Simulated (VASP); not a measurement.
Computed with r2SCAN meta-GGA, VASP's PBE PAW potentials (set 64) (plane waves; VASP).

The input files of a VASP run:

File POSCAR:
```
CeO2(111) slab
3.8432750
  1.0000000487   0.0000000000   0.0000000000
 -0.5000000244   0.8660254071   0.0000000000
  0.0000000000   0.0000000000   6.3705992573
O Ce
6 3
Cart
  0.5000005244   0.2886748470   2.1776878088
 -0.0000005000   0.5773505601   2.9776838496
  0.0000000000   0.0000000000   2.5806045871
  0.0000000000   0.0000000000   3.7899946703
  0.5000005244   0.2886748470   3.3929154078
 -0.0000005000   0.5773505601   4.1929114486
 -0.0000005000   0.5773505601   2.3746411369
  0.0000000000   0.0000000000   3.1852996287
  0.5000005244   0.2886748470   3.9959581204
```

INCAR:
```
ENCUT  =  450
LCHARG  =  .False.
LREAL  =  .False.
LASPH  =  .True.
NELMIN  =  4
LMAXMIX  =  6
EDIFF  =  1E-6
NELM  =  100
IDIPOL  =  3
PREC  =  Normal
LORBIT  =  11   ! lm-projected
LWAVE  =  .False.
LDIPOL  =  .True.
ALGO  =  Normal
ISMEAR  =  0   ! Gaussian
DIPOL  =  0.5 0.5 0.5
SIGMA  =  0.05   ! width (eV)
SYSTEM  =  CeO2(111) slab
LVHAR  =  .True.
LMIXTAU  =  .True.
METAGGA  =  R2SCAN
```

**KPOINTS**
```
Automatic
0
G
  6 6 1
0 0 0
```

POTCAR, in this order: O Ce (PBE.64 set). Program: vasp_std. Read from the step before: WAVECAR.

What VASP printed:

File OUTCAR:
```
 ion  position               nearest neighbor table
   1  0.667  0.333  0.342-   7 2.34   7 2.34   7 2.34
   2  0.333  0.667  0.467-   7 2.32   8 2.36   8 2.36   8 2.36
   3  0.000  0.000  0.405-   8 2.32   7 2.36   7 2.36   7 2.36
   4  0.000  0.000  0.595-   8 2.32   9 2.36   9 2.36   9 2.36
   5  0.667  0.333  0.533-   9 2.32   8 2.36   8 2.36   8 2.36
   6  0.333  0.667  0.658-   9 2.34   9 2.34   9 2.34
   7  0.333  0.667  0.373-   2 2.32   1 2.34   1 2.34   1 2.34   3 2.36   3 2.36   3 2.36
   8  0.000  0.000  0.500-   3 2.32   4 2.32   2 2.36   5 2.36   2 2.36   5 2.36   5 2.36   2 2.36
  LATTYP: Found a hexagonal cell.
 ALAT       =     3.8432751873
 C/A-ratio  =     6.3705989469
 Subroutine PRICEL returns:
 Original cell was already a primitive cell.
 Subroutine GETGRP returns: Found 12 space group operations
The static configuration has the point symmetry D_3d.
The dynamic configuration has the point symmetry D_3d.
 Subroutine INISYM returns: Found 12 space group operations
 Subroutine IBZKPT returns following result:
 Found      7 irreducible k-points:

 Following reciprocal coordinates:
            Coordinates               Weight
  0.000000  0.000000  0.000000      1.000000
  0.166667  0.000000  0.000000      6.000000
  0.333333  0.000000  0.000000      6.000000
  0.500000  0.000000  0.000000      3.000000
  0.166667  0.166667  0.000000      6.000000
  0.333333  0.166667  0.000000     12.000000
  0.333333  0.333333  0.000000      2.000000
   k-points           NKPTS =      7   k-points in BZ     NKDIM =      7   number of bands    NBANDS=     43
   number of dos      NEDOS =    301   number of ions     NIONS =      9
   total plane-waves  NPLWV =  51200
   dimension x,y,z NGX =    20 NGY =   20 NGZ =  128
   dimension x,y,z NGXF=    40 NGYF=   40 NGZF=  256
   ions per type =               6   3
   PREC   = normal    normal or accurate (medium, high low for compatibility)
   ISTART =      1    job   : 0-new  1-cont  2-samecut
   ICHARG =      0    charge: 1-file 2-atom 10-const
   ISPIN  =      1    spin polarized calculation?
...
```

**OSZICAR**
```
       N       E                     dE             d eps       ncg     rms          rms(c)
DAV:   1    -0.160745767702E+03   -0.16075E+03   -0.58241E-05   900   0.429E-02    0.194E-02
DAV:   2    -0.160745785845E+03   -0.18144E-04   -0.19070E-04   956   0.829E-02    0.314E-02
DAV:   3    -0.160745744785E+03    0.41060E-04   -0.59886E-05   868   0.521E-02    0.442E-03
DAV:   4    -0.160745761546E+03   -0.16761E-04   -0.51513E-06   628   0.179E-02    0.271E-03
DAV:   5    -0.160745766945E+03   -0.53993E-05   -0.13051E-06   548   0.121E-02    0.209E-03
DAV:   6    -0.160745776607E+03   -0.96625E-05   -0.88421E-07   555   0.949E-03    0.206E-03
DAV:   7    -0.160745776364E+03    0.24354E-06   -0.26274E-07   514   0.627E-03
   1 F= -.16074578E+03 E0= -.16074578E+03  d E =-.337136E-11
```

OUTCAR:
```
------------------------ aborting loop because EDIFF is reached ----------------------------------------
  FORCE on cell =-STRESS in cart. coord.  units (eV):
  Direction    XX          YY          ZZ          XY          YZ          ZX
  --------------------------------------------------------------------------------------
  Total       -6.6264388     -6.6264382     -1.0497329      0.0000000      0.0000000      0.0000000
  in kB      -33.8981073    -33.8981042     -5.3699975      0.0000000      0.0000000      0.0000000
  external PRESSURE =     -24.3887363 kB  Pullay stress =       0.0000000 kB
  volume of cell :      313.20
      direct lattice vectors                 reciprocal lattice vectors
     3.843275187  0.000000000  0.000000000     0.260194743  0.150223512  0.000000000
    -1.921637594  3.328373796  0.000000000     0.000000000  0.300447023  0.000000000
     0.000000000  0.000000000 24.483964861     0.000000000  0.000000000  0.040843058
 POSITION                                       TOTAL-FORCE (eV/Angst)
 -----------------------------------------------------------------------------------
      1.92164      1.10946      8.36945        -0.000000      0.000000     -0.011449
     -0.00000      2.21892     11.44406         0.000000     -0.000000     -0.007251
      0.00000      0.00000      9.91797        -0.000000      0.000000     -0.012718
      0.00000      0.00000     14.56599        -0.000000      0.000000      0.012718
      1.92164      1.10946     13.03991        -0.000000      0.000000      0.007251
     -0.00000      2.21892     16.11451         0.000000      0.000000      0.011449
     -0.00000      2.21892      9.12640         0.000000     -0.000000      0.016520
      0.00000      0.00000     12.24198        -0.000000      0.000000      0.000000
      1.92164      1.10946     15.35757        -0.000000      0.000000     -0.016520
 -----------------------------------------------------------------------------------
    total drift:                                0.000000      0.000000      0.000000
  FREE ENERGIE OF THE ION-ELECTRON SYSTEM (eV)
  ---------------------------------------------------
  free  energy   TOTEN  =      -160.7457763639 eV

  energy  without entropy=     -160.7457763639  energy(sigma->0) =     -160.74577636

 total charge

# of ion       s       p       d       f       tot
--------------------------------------------------
    1        1.588   3.414   0.000   0.000   5.001
    2        1.589   3.475   0.000   0.000   5.064
    3        1.592   3.467   0.000   0.000   5.059
    4        1.592   3.467   0.000   0.000   5.059
    5        1.589   3.475   0.000   0.000   5.064
    6        1.588   3.414   0.000   0.000   5.001
    7        2.057   5.825   0.834   0.901   9.618
    8        2.060   5.847   0.859   0.896   9.663
    9        2.057   5.825   0.834   0.901   9.618
--------------------------------------------------
tot         15.712  38.209   2.528   2.699  59.148
```
(Selected blocks of OUTCAR.)

At this cut-off the stress carries a Pulay error, which pulls relaxed volumes low.

The cell is a thin slab with vacuum, built from CeO2 (fluorite): (111) face. The run is not spin-polarised, so no magnetic state was tried.
